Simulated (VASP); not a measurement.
Level of theory: r2SCAN meta-GGA, VASP's PBE PAW potentials (set 64) (plane waves; VASP).

Input for VASP

**KPOINTS**
```
Automatic
0
G
  8 8 4
```

INCAR:
```
LWAVE = F
LCHARG = F
EDIFF = 1E-8   ! SCF stop (eV)
SIGMA = 0.05   ! width (eV)
ISIF = 2   ! forces and stress, cell fixed
LREAL = F
IBRION = 1   ! quasi-Newton
ALGO = Normal   ! blocked Davidson
LASPH = T   ! aspherical one-centre terms
NELM = 100   ! most electronic steps
EDIFFG = -0.001   ! ionic stop
SYSTEM = SiC
ENCUT = 520
LMIXTAU = T
ISMEAR = 0   ! Gaussian
PREC = Accurate
METAGGA = R2SCAN
NSW = 30   ! most ionic steps
```

POSCAR:
```
SiC
1
    1.5371876967    -2.6624869490     0.0000000000
    1.5371876967     2.6624869490    -0.0000000000
    0.0000000000    -0.0000000000     5.0470849246
Si C
2 2
Direct
  0.6666670000   0.3333330000   0.4996030278
  0.3333330000   0.6666670000   0.9996030278
  0.6666670000   0.3333330000   0.8753969722
  0.3333330000   0.6666670000   0.3753969722
```

POTCAR, in this order: Si C (PBE.64 set). Program: vasp_std.

**Question.** What does the run give for the energy per atom (σ→0)?

**Answer.** 
```
Property                       Result
---------------------  --------------
energy per atom (σ→0)  -9.659 eV/atom
```

**OSZICAR**
```
...
DAV:   3    -0.386373487112E+02    0.31001E-07   -0.38748E-08   792   0.212E-03    0.314E-04
DAV:   4    -0.386373487617E+02   -0.50464E-07   -0.31430E-08   752   0.156E-03    0.204E-04
DAV:   5    -0.386373487538E+02    0.78448E-08   -0.33440E-09   396   0.698E-04
   2 F= -.38637349E+02 E0= -.38637349E+02  d E =-.631726E-07
       N       E                     dE             d eps       ncg     rms          rms(c)
DAV:   1    -0.386373488435E+02   -0.81860E-07   -0.60582E-06   752   0.221E-02    0.713E-04
DAV:   2    -0.386373488455E+02   -0.19777E-08   -0.92934E-08   924   0.268E-03
   3 F= -.38637349E+02 E0= -.38637349E+02  d E =-.916830E-07
```

The compound is SiC in the wurtzite structure, the rare 2H polytype. This run relaxes the ions in a fixed cell. Symmetry was kept, so distortions that lower it aren't found. The start is the result of an earlier pass.
